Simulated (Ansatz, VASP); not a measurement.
# Cross-check of NaCl between VASP and Ansatz

Aim: how closely do two programs agree when they are given the same cell, functional and k mesh? The cell is taken from a series of runs on this material, whose earlier steps may have relaxed, scaled, displaced or heated it; both programs get it as it stands.

Main program and level: Ansatz 0.2.0; plane waves, with VASP 6.6.1 beside it; relaxation of cell and atoms at PBE with D3(BJ) and zone-centre phonons at PBE with D3(BJ).

### 1. The starting structure

It takes space group Fm-3m (No. 225, cubic). Conventional cell: a = 5.578 Å, b = 5.578 Å, c = 5.578 Å, α = 90.00°, β = 90.00°, γ = 90.00°. Nearest to Na lie 6 Cl at 2.79 Å. Nearest to Cl lie 6 Na at 2.79 Å. Farther neighbours and most contacts between anions are not listed.

### 2. Ansatz: relaxation of cell and atoms, PBE with D3(BJ)

Ansatz runs on its default PAW (the set named soft_2) files.

The relaxed volume is the usual yardstick between codes: in a stiff, nearly cubic crystal its relative difference is about their pressure difference at one cell divided by the bulk modulus.

input.yaml

```yaml
crystal:
  lattice:
    - [0.0, 2.7887890464, 2.7887890464]
    - [2.7887890464, 0.0, 2.7887890464]
    - [2.7887890464, 2.7887890464, 0.0]
  atoms:
    - { symbol: Na, position: [0.0, 0.0, 0.0] }
    - { symbol: Cl, position: [0.5, 0.5, 0.5] }
kpoints:
  mp_grid: { grid: [6, 6, 6] }
hamiltonian:
  xc: pbe
  dispersion: d3bj
scf:
  occupations: { method: fixed }
output:
  forces: true
  stress: true
  eigenvalues: true
relax:
  adjacent_minimum: "off"
  f_tol: 0.001
  max_steps: 60
  cell: { stress_tol: 0.01 }
```

Run with:

```console
$ ansatz run input.yaml --threads 4 --pin off --max-ram 15360MiB --backend cpu --events-out ev --progress --plain --runs-dir out
```

Numbers of over 12 decimals in the logs are rounded to 6 here.

Output:

```text
Engine: ansatz 0.2.0, aarch64-unknown-linux-gnu
Pseudopotentials: kind: paw
Pseudopotential: Na, paw, valence charge 9, recommended cutoff 420 eV (normal), Na.paw.azcp
Pseudopotential: Cl, paw, valence charge 7, recommended cutoff 420 eV (normal), Cl.paw.azcp
Functional definition: PBE
  parameter kappa = 0.804
  parameter beta = 0.066725
  exchange = pbe_x(kappa = kappa, mu = beta*pi^2/3)
  correlation = pbe_c(beta = beta)
Crystal: 2 atoms, lattice volume = 43.379 Å³
Basis set: ecut = 420 eV, 869 PW (Γ), exchange–correlation on 54×54×54 points (8 copies of the dense FFT grid, shifted against one another)
Bands: 12, of which v1, the nominal top of the filled ones, is band 8 counted from 1 (7 counted from 0)
Symmetry: 48 space group operations
Space group: Fm-3m (ITA 225), of the structure as read, at distance tolerance 3.5e-5 Å
k-points: 16 of 216
Non-local potential: Na, projectors of the file, l = 0: 3, l = 1: 2, l = 2: 1
Non-local potential: Cl, projectors of the file, l = 0: 2, l = 1: 2, l = 2: 2
PAW form: soft (Blöchl's): semilocal exchange-correlation on the pseudo side does not see the compensation charge
PAW one-centre angular grid: Na, 110 points (default); XC on 64 Gauss nodes
PAW one-centre angular grid: Cl, 110 points (default); XC on 64 Gauss nodes
Initial density: superposition of atomic densities (neutral atoms: chi_scale 0, normalization atom), corrected by the library's trained network
Initial wavefunctions: pseudopotential atomic-orbital guess
Functional: x = pbe(κ = 0.804, μ = 0.219515), c = pbe(β = 0.066725)
SCF iter   1: F=—  HF=-2569.985111 eV  |F-HF|=—  |Δ(HF+E_count)|=         —  Δρ=1.01e-3  dr2=6.13e-4  ethr=1.77e-3  ⟨swp⟩=4.9  Hψ=976  notcnv=0  defer=23
preconditioner: auto → none  [insulator: Δε(μ)=5.237 eV  Ē_g=21.050 eV  n_scr=14 (ndim 8)  ℏωp=21.1 eV  f_vac=0.027  ε∞_Penn≈2.0]
SCF iter   2: F=—  HF=-2569.985294 eV  |F-HF|=—  |Δ(HF+E_count)|=   1.82e-4  Δρ=1.13e-3  dr2=8.41e-4  ethr=3.83e-6  ⟨swp⟩=2.1  Hψ=466  notcnv=0  defer=30
SCF iter   3: F=—  HF=-2569.985069 eV  |F-HF|=—  |Δ(HF+E_count)|=   2.24e-4  Δρ=5.66e-4  dr2=2.20e-4  ethr=3.83e-6  ⟨swp⟩=2.1  Hψ=231  notcnv=0  defer=30
SCF iter   4: F=—  HF=-2569.985003 eV  |F-HF|=—  |Δ(HF+E_count)|=   6.67e-5  Δρ=2.22e-4  dr2=3.46e-5  ethr=1.38e-6  ⟨swp⟩=2.1  Hψ=221  notcnv=0  defer=9
SCF iter   5: F=—  HF=-2569.985008 eV  |F-HF|=—  |Δ(HF+E_count)|=   5.12e-6  Δρ=5.15e-5  dr2=1.79e-6  ethr=2.16e-7  ⟨swp⟩=2.0  Hψ=246  notcnv=0
SCF iter   6: F=—  HF=-2569.985007 eV  |F-HF|=—  |Δ(HF+E_count)|=   4.15e-7  Δρ=2.43e-5  dr2=4.04e-7  ethr=1.12e-8  ⟨swp⟩=1.9  Hψ=252  notcnv=0
SCF iter   7: F=-2569.985007 eV  HF=-2569.985007 eV  |F-HF|=3.44e-8  |Δ(HF+E_count)|=   1.19e-7  Δρ=8.32e-6  dr2=4.75e-8  ethr=6.25e-10  ⟨swp⟩=6.1  Hψ=883  notcnv=0
SCF 1 converged in 7 iterations: F = -2569.985007 eV  dr2 = 4.75e-8
  greatest PAW one-centre occupation: 0.999 electrons in one spin orbital (limit 2), on the Na atom at site 0 (counted from 0), in its partial waves of l = 0
relax step   1: F+E_penalty+E_count = -2569.98500706 eV  Δ(F+E_penalty+E_count) = +0.000e0 eV  max|allowed force component| = 4.421e-30 eV/Å  Δτ_max = 0.0000 Å  P = +0.009 GPa  Ω = 43.379 Å³  (7 SCF iters, dr2 threshold 1.00e-7 eV, accepted)
Initial density: handed on by an earlier stage of this run
Initial wavefunctions: pseudopotential atomic-orbital guess (no wavefunctions were taken with the density)
iter 1 solved again at ethr=4.90e-6 eV; its pass at ethr=3.10e-3 eV (dr2=7.85e-4 eV) is discarded
SCF iter   1: F=—  HF=-2569.984978 eV  |F-HF|=—  |Δ(HF+E_count)|=         —  Δρ=7.29e-6  dr2=1.40e-8  ethr=4.90e-6  ⟨swp⟩=3.0  Hψ=1455  notcnv=0  defer=30
eigensolver tolerance schedule: the retry pair's looser diagonalisation over-reported the residual by 56235.56 of it (diagonalisation noise at an unbounded share of the residual, at the tolerance the schedule requests for it); recorded, not acted on — ethr = c·dr2/N_el stays at c = 1.0e-1
preconditioner: auto → none  [insulator: Δε(μ)=5.239 eV  Ē_g=21.047 eV  n_scr=14 (ndim 8)  ℏωp=21.1 eV  f_vac=0.021  ε∞_Penn≈2.0]
SCF iter   2: F=—  HF=-2569.985007 eV  |F-HF|=—  |Δ(HF+E_count)|=   2.91e-5  Δρ=7.09e-6  dr2=2.77e-8  ethr=8.72e-11  ⟨swp⟩=3.1  Hψ=385  notcnv=0  defer=21
SCF iter   3: F=—  HF=-2569.985007 eV  |F-HF|=—  |Δ(HF+E_count)|=   9.28e-9  Δρ=1.76e-6  dr2=1.28e-9  ethr=8.72e-11  ⟨swp⟩=2.2  Hψ=268  notcnv=0  defer=21
SCF iter   4: F=—  HF=-2569.985007 eV  |F-HF|=—  |Δ(HF+E_count)|=  1.15e-10  Δρ=5.45e-7  dr2=9.99e-11  ethr=8.02e-12  ⟨swp⟩=2.9  Hψ=314  notcnv=0  defer=21
SCF iter   5: F=—  HF=-2569.985007 eV  |F-HF|=—  |Δ(HF+E_count)|=  1.18e-10  Δρ=2.05e-7  dr2=2.32e-11  ethr=6.25e-13 (applied; sched 1.00e-12)  ⟨swp⟩=2.8  Hψ=305  notcnv=0  defer=21
SCF iter   6: F=—  HF=-2569.985007 eV  |F-HF|=—  |Δ(HF+E_count)|=  8.19e-12  Δρ=4.67e-8  dr2=1.13e-12  ethr=1.45e-13 (applied; sched 1.00e-12)  ⟨swp⟩=2.1  Hψ=236  notcnv=0  defer=21
SCF iter   7: F=-2569.985007 eV  HF=-2569.985007 eV  |F-HF|=0.00e0  |Δ(HF+E_count)|=  4.55e-13  Δρ=7.52e-9  dr2=2.75e-14  ethr=1.00e-12  ⟨swp⟩=6.1  Hψ=874  notcnv=0
SCF 2 converged in 7 iterations: F = -2569.985007 eV  dr2 = 2.75e-14
relax step   2: F+E_penalty+E_count = -2569.98500708 eV  Δ(F+E_penalty+E_count) = -1.768e-8 eV  max|allowed force component| = 4.413e-30 eV/Å  Δτ_max = 0.0000 Å  P = +0.009 GPa  Ω = 43.379 Å³  stress off target by 9.21e-3 GPa  SCF on the basis re-selected at this cell (its energy is not comparable with the rows above)  (7 SCF iters)
basis re-selected at this cell: Δ(F+E_penalty+E_count) = -1.768e-8 eV, ΔP = -0.000 GPa vs the last step (what re-selecting the basis moved, of the pressure what is left beyond the Pulay correction that the steps carried, after the strain that the cell walked since its last selection, with what the two solves' SCF thresholds leave and, on support functions, any second-order correction that the steps lacked; it is no m [...]
SCF converged after 7 iterations
Free energy (F): -2569.985007 eV
Harris-Foulkes:  -2569.985007 eV  (|F-HF|=0.00e0)
Internal energy: -2569.985007 eV  (E = F + TS)
E sigma→0 (E₀):  -2569.985007 eV
Fermi energy:    1.364334 eV
--- Per-component energies (eV) ---
  E_band       = -230.378630
  E_kinetic    = 283.471389
  E_local      = -1513.323879  (includes V_loc(G=0)·N_el)
  E_nonlocal   = 143.646625
  E_hartree    = 533.090614
  E_xc         = -147.245786
  E_vxc        = -173.595451  (∫ρ·V_xc dr)
  E_paw        = -922.549052  (= ΣΔE_a)
  E_vpaw       = -36.758615  (= ΣTr[D̂ρ^β])
  E_aug_tail   = 0.000073  (compensation charges beyond the density's cutoff)
  E_ewald      = -946.630687
  E_disp       = -0.444303  (pairwise vdW)
  E_smearing   = -0.000000  (= −TS)
  E_closure    = -0.000000  (closes the sum)
  Σ components = -2569.985007   (vs F -2569.985007, Δ=0.00e0)
--- Forces (eV/Å), atoms counted from 1 ---
  atom   1  Na    -0.00000000     0.00000000    -0.00000000
  atom   2  Cl     0.00000000    -0.00000000     0.00000000
  max |Σ_I F_I| component: 8.00e-30 eV/Å
--- Stress (GPa, compression-positive) ---
        0.009212       0.000000      -0.000000
       -0.000000       0.009212      -0.000000
        0.000000      -0.000000       0.009212
  P = ⅓ Tr σ = 0.0092 GPa (0.092 kbar)
--- Band table (eV; the first three rows and the last of 16) ---
  k-point 0: bands = [... 4 lower, -11.3690, 1.3643, 1.3643, 1.3643, 6.6038, 12.4268, 12.4268, 12.4268]
  k-point 1: bands = [... 4 lower, -11.2809, 0.7334, 1.2904, 1.2904, 7.4351, 11.6816, 12.7188, 12.7188]
  k-point 2: bands = [... 4 lower, -11.0967, -0.2444, 1.1497, 1.1497, 8.5130, 11.5853, 12.5517, 12.5517]
  k-point 15: bands = [... 4 lower, -10.9359, -0.1477, 0.4035, 0.6095, 9.8454, 10.2531, 12.0028, 13.5577]
--- Relaxed structure (1 steps of the walk, 1 accepted, 1 SCFs on fresh bases) ---
  F+E_penalty+E_count = -2569.98500708 eV   max|allowed force component| = 4.413e-30 eV/Å   (the final SCF, on the basis selected at the relaxed cell)
  cell:  # Å, volume = 43.3787 Å³
    - [0.0, 2.7887890464, 2.7887890464]
    - [2.7887890464, 0.0, 2.7887890464]
    - [2.7887890464, 2.7887890464, 0.0]
  atoms:
    - { symbol: Na, position: [0.0, 0.0, 0.0] }
    - { symbol: Cl, position: [0.5, 0.5, 0.5] }
```

Reading the cycles: dr2 is the Hartree energy of the density residual (eV), the measure of convergence; HF is the Harris–Foulkes estimate of the energy, which meets the free energy F at convergence.

### 3. VASP: relaxation of cell and atoms, PBE with D3(BJ)

The same cell, functional and mesh now go to VASP, with its own data sets.

Lines of VASP's logs that name or quote its potential files are left out, and so is its time.

INCAR

```
SYSTEM = NaCl
PREC = Accurate
ENCUT = 500
EDIFF = 1E-07
NELM = 120
ISMEAR = 0
SIGMA = 0.01
LREAL = .FALSE.
ALGO = Normal
GGA = PE
IVDW = 12
NBANDS = 13
LORBIT = 11
LWAVE = .FALSE.
LCHARG = .FALSE.
ISIF = 3
IBRION = 2
NSW = 80
EDIFFG = -0.005
LASPH = .TRUE.
GGA_COMPAT = .FALSE.
NELMIN = 4
EFERMI = MIDGAP
```

POSCAR

```
NaCl
1.0
    0.0000000000      2.7887890000      2.7887890000
    2.7887890000      0.0000000000      2.7887890000
    2.7887890000      2.7887890000      0.0000000000
Na Cl
1 1
Direct
    0.0000000000      0.0000000000      0.0000000000
    0.5000000000      0.5000000000      0.5000000000
```

KPOINTS

```
Automatic mesh
0
Gamma
6 6 6
0 0 0
```

PAW data sets: Na_pv and Cl (PBE family, release 64).

Run with:

```console
$ mpirun -np 1 vasp_std
```

Output:

```text
[banner, memory and clock lines left out]
running    1 mpi-ranks, on    1 nodes
 distrk:  each k-point on    1 cores,    1 groups
 distr:  one band on    1 cores,    1 groups

 POSCAR found type information on POSCAR NaCl
 POSCAR found :  2 types and       2 ions
 LDA part: xc-table for (Slater+PW92), standard interpolation
 POSCAR, INCAR and KPOINTS ok, starting setup
 FFT: planning ... GRIDC
 FFT: planning ... GRID_SOFT
 FFT: planning ... GRID
 WAVECAR not read
 entering main loop
       N       E                     dE             d eps       ncg     rms          rms(c)
DAV:   1     0.102360656075E+03    0.10236E+03   -0.70470E+03   416   0.103E+03
DAV:   2     0.159451756964E+01   -0.10077E+03   -0.91942E+02   454   0.278E+02
DAV:   3    -0.680902264035E+01   -0.84035E+01   -0.83452E+01   541   0.752E+01
DAV:   4    -0.695203734271E+01   -0.14301E+00   -0.14294E+00   481   0.109E+01
DAV:   5    -0.695538087912E+01   -0.33435E-02   -0.33434E-02   504   0.167E+00    0.216E+00
DAV:   6    -0.676910757221E+01    0.18627E+00   -0.32212E-01   511   0.353E+00    0.162E+00
DAV:   7    -0.675762194244E+01    0.11486E-01   -0.84462E-02   508   0.178E+00    0.111E+00
DAV:   8    -0.676305440457E+01   -0.54325E-02   -0.99577E-03   456   0.918E-01    0.305E-01
DAV:   9    -0.676293773893E+01    0.11667E-03   -0.21189E-04   501   0.122E-01    0.166E-01
DAV:  10    -0.676304323635E+01   -0.10550E-03   -0.31745E-04   461   0.150E-01    0.649E-02
DAV:  11    -0.676303252773E+01    0.10709E-04   -0.21702E-05   491   0.446E-02    0.135E-02
DAV:  12    -0.676303280630E+01   -0.27856E-06   -0.22068E-06   456   0.147E-02    0.120E-03
DAV:  13    -0.676303325202E+01   -0.44572E-06   -0.21603E-07   476   0.336E-03    0.305E-03
DAV:  14    -0.676303306000E+01    0.19202E-06   -0.45295E-08   318   0.130E-03    0.369E-04
DAV:  15    -0.676303306196E+01   -0.19638E-08   -0.27165E-09   248   0.567E-04
   1 F= -.72072258E+01 E0= -.72072258E+01  d E =-.720723E+01
 curvature:   0.00 expect dE= 0.000E+00 dE for cont linesearch  0.000E+00
 trial: gam= 0.00000 g(F)=  0.451E-61 g(S)=  0.105E-04 ort = 0.000E+00 (trialstep = 0.100E+01)
 search vector abs. value=  0.105E-04
 bond charge predicted
       N       E                     dE             d eps       ncg     rms          rms(c)
DAV:   1    -0.676270104460E+01    0.33202E-03   -0.14012E-03   486   0.509E-01    0.533E-02
DAV:   2    -0.676264439740E+01    0.56647E-04   -0.80354E-05   486   0.878E-02    0.215E-02
DAV:   3    -0.676263521644E+01    0.91810E-05   -0.21251E-05   501   0.477E-02    0.105E-02
DAV:   4    -0.676263577669E+01   -0.56025E-06   -0.63154E-07   596   0.847E-03    0.816E-04
DAV:   5    -0.676263573928E+01    0.37407E-07   -0.72788E-08   263   0.203E-03
   2 F= -.72072335E+01 E0= -.72072335E+01  d E =-.772896E-05
 trial-energy change:   -0.000008  1 .order   -0.000007   -0.000011   -0.000003
 step:   1.2552(harm=  1.4654)  dis= 0.00000  next Energy=    -7.207234 (dE=-0.817E-05)
 reached required accuracy - stopping structural energy minimisation
```

Parts of OUTCAR (step 3):

```text
ion  position               nearest neighbor table
   1  0.000  0.000  0.000-
   2  0.500  0.500  0.500-

  LATTYP: Found a face centered cubic cell.
 ALAT       =     5.5775780000

 Subroutine GETGRP returns: Found 48 space group operations
 (whereof 48 operations were pure point group operations)

The static configuration has the point symmetry O_h .

 Found     16 irreducible k-points:

   k-points           NKPTS =     16   k-points in BZ     NKDIM =     16   number of bands    NBANDS=     13

   dimension x,y,z NGX =    30 NGY =   30 NGZ =   30
   dimension x,y,z NGXF=    60 NGYF=   60 NGZF=   60

   ENCUT  =  500.0 eV  36.75 Ry    6.06 a.u.   7.19  7.19  7.19*2*pi/ulx,y,z

   NELECT =      14.0000    total number of electrons

 k-points in reciprocal lattice and weights: Automatic mesh
   0.00000000  0.00000000  0.00000000       0.005
   0.16666667  0.00000000  0.00000000       0.037
   0.33333333  0.00000000  0.00000000       0.037
   0.50000000  0.00000000  0.00000000       0.019
   0.16666667  0.16666667  0.00000000       0.028
   0.33333333  0.16666667  0.00000000       0.111
   0.50000000  0.16666667  0.00000000       0.111
  -0.33333333  0.16666667  0.00000000       0.111
  -0.16666667  0.16666667  0.00000000       0.056
[...]
-0.33333333  0.33333333  0.16666667       0.111
  -0.33333333  0.50000000  0.16666667       0.056

 Edisp (eV)   -0.44419

 average (electrostatic) potential at core
       1 -47.0987       2 -93.3529

 E-fermi :   2.0926

 k-point     1 :       0.0000    0.0000    0.0000
  band No.  band energies     occupation
    ...
      3     -21.2830      2.00000
      4     -13.2675      2.00000
      5      -0.5286      2.00000
      6      -0.5286      2.00000
      7      -0.5286      2.00000
      8       4.7139      0.00000
      9      10.6252      0.00000
     10      10.6252      0.00000
     11      10.6252      0.00000
     12      12.8312      0.00000
    ...

 k-point     2 :       0.1667    0.0000    0.0000
  band No.  band energies     occupation
    ...
      3     -21.2837      2.00000
      4     -13.1784      2.00000
      5      -1.1613      2.00000
      6      -0.6029      2.00000
      7      -0.6029      2.00000
      8       5.5464      0.00000
      9       9.8479      0.00000
     10      10.9232      0.00000
     11      10.9232      0.00000
     12      12.5249      0.00000
    ...

 k-point     3 :       0.3333    0.0000    0.0000
  band No.  band energies     occupation
    ...
      3     -21.2849      2.00000
      4     -12.9920      2.00000
      5      -2.1416      2.00000
      6      -0.7443      2.00000
      7      -0.7443      2.00000
      8       6.6324      0.00000
      9       9.7199      0.00000
     10      10.7566      0.00000
     11      10.7566      0.00000
     12      13.6407      0.00000
    ...

 Edisp (eV)   -0.44460

  Total      -0.00383    -0.00383    -0.00383     0.00000    -0.00000    -0.00000
  in kB      -0.14168    -0.14168    -0.14168     0.00000    -0.00000    -0.00000
  external pressure =       -0.14 kB  Pullay stress =        0.00 kB

  energy-cutoff  :      500.00
  volume of cell :       43.34
      direct lattice vectors                 reciprocal lattice vectors
     0.000000000  2.787977226  2.787977226    -0.179341494  0.179341494  0.179341494
     2.787977226 -0.000000000  2.787977226     0.179341494 -0.179341494  0.179341494
     2.787977226  2.787977226  0.000000000     0.179341494  0.179341494 -0.179341494

 POSITION                                       TOTAL-FORCE (eV/Angst)
 -----------------------------------------------------------------------------------
      2.78798     -0.00000      2.78798        -0.000000      0.000000      0.000000
      2.78798      2.78798      2.78798         0.000000     -0.000000     -0.000000
 -----------------------------------------------------------------------------------
    total drift:                                0.000000      0.000000      0.000000

  FREE ENERGIE OF THE ION-ELECTRON SYSTEM (eV)
  ---------------------------------------------------
  free  energy   TOTEN  =        -7.2072335061 eV

  energy  without entropy=       -7.2072335061  energy(sigma->0) =       -7.20723351

 reached required accuracy - stopping structural energy minimisation

 total charge
# of ion       s       p       d       tot
------------------------------------------
    1        0.045   5.982   0.000   6.027
    2        1.588   3.593   0.000   5.181
--------------------------------------------------
tot          1.633   9.575   0.000  11.208

[... 3 further parts left out ...]
```

CONTCAR:

```
NaCl
   1.00000000000000
     0.0000000000000000    2.7879772260323974    2.7879772260323978
     2.7879772260323974   -0.0000000000000000    2.7879772260323978
     2.7879772260323974    2.7879772260323974    0.0000000000000000
  Na              Cl
     1     1
Direct
     0.0000000000000000    1.0000000000000000    0.0000000000000000
     0.5000000000000000    0.5000000000000000    0.5000000000000000
```

### 4. Comparison

Known differences besides the potentials themselves: fixed occupations in Ansatz, narrow Gaussian smearing in VASP; the data sets hold 16 valence electrons in Ansatz (on its default PAW (the set named soft_2) files) and 14 in VASP; the cutoff is 420 eV in Ansatz and 500 eV in VASP; Ansatz adds a Pulay correction to the stress that steers its cell, VASP none. Total energies have different zeros and are not compared.

The two programs side by side:

| quantity | Ansatz | VASP | difference |
| --- | --- | --- | --- |
| volume (Å³) | 43.38 | 43.34 | +0.09 % |
| edge a after relaxation, in the typed setting (Å) | 3.944 | 3.943 | +0.03 % |

(Continued in part 2 of 2.)

[Lines on the potential files, build, host, timing and source positions are cut from VASP's logs without a mark.]

[Logs are printed without paths, hosts, clocks, repeated set-up lines and the standing remarks that a program may print on its own settings, such as how far it seeks lower states.]

[Hosts, paths, dates, database ids (printed as entryN), source tags and the programs' standing remarks are cut or masked in the printed files.]
